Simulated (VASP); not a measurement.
## YB2 (space group P6/mmm): computed properties

Method: PBEsol GGA, VASP's PBE PAW potentials (set 64) (plane waves; VASP).

```
Quantity                                                                                 Result
----------------------------------  -----------------------------------------------------------
space group                                                                        P6/mmm (191)
cell                                a = b = 3.2705 Å, c = 3.8269 Å, α = β = 90.00°, γ = 120.00°
volume per atom                                                                   11.82 Å³/atom
band gap (over mesh and band path)                     none (metal, semimetal or under 0.01 eV)
Hill bulk modulus                                                                       173 GPa
Hill shear modulus                                                                      167 GPa
Poisson's ratio                                                                           0.133
density                                                                              5.18 g/cm³
optical Γ-point spectrum                                      354 (×2), 371, 572, 687 (×2) cm⁻¹
C11                                                                                     395 GPa
C12                                                                                    41.5 GPa
C13                                                                                    79.3 GPa
C33                                                                                     362 GPa
C44                                                                                     173 GPa
C66                                                                                     177 GPa
```

```cif
data_B2Y
_chemical_formula_sum 'Y1 B2'
_space_group_name_H-M_alt 'P6/mmm'
_space_group_IT_number 191
_space_group_name_Hall '-P 6 2'
_cell_length_a 3.27053
_cell_length_b 3.27053
_cell_length_c 3.82692
_cell_angle_alpha 90.000
_cell_angle_beta 90.000
_cell_angle_gamma 120.000
loop_
_atom_site_label
_atom_site_type_symbol
_atom_site_symmetry_multiplicity
_atom_site_Wyckoff_symbol
_atom_site_fract_x
_atom_site_fract_y
_atom_site_fract_z
_atom_site_occupancy
Y1 Y 1 a 0.00000 0.00000 0.00000 1
B1 B 2 d 0.33333 0.66667 0.50000 1
```

Finite-difference elastic constants of metals are sensitive to mesh and smearing; shear constants can be off by tens of GPa.

The structure comes from a computed database's YB2 entry (P6/mmm); how it stands against other phases isn't given here. It was relaxed first. Symmetry was kept, so distortions that lower it aren't found. The electron count is odd and the run is not spin-polarised, which forces a metal.
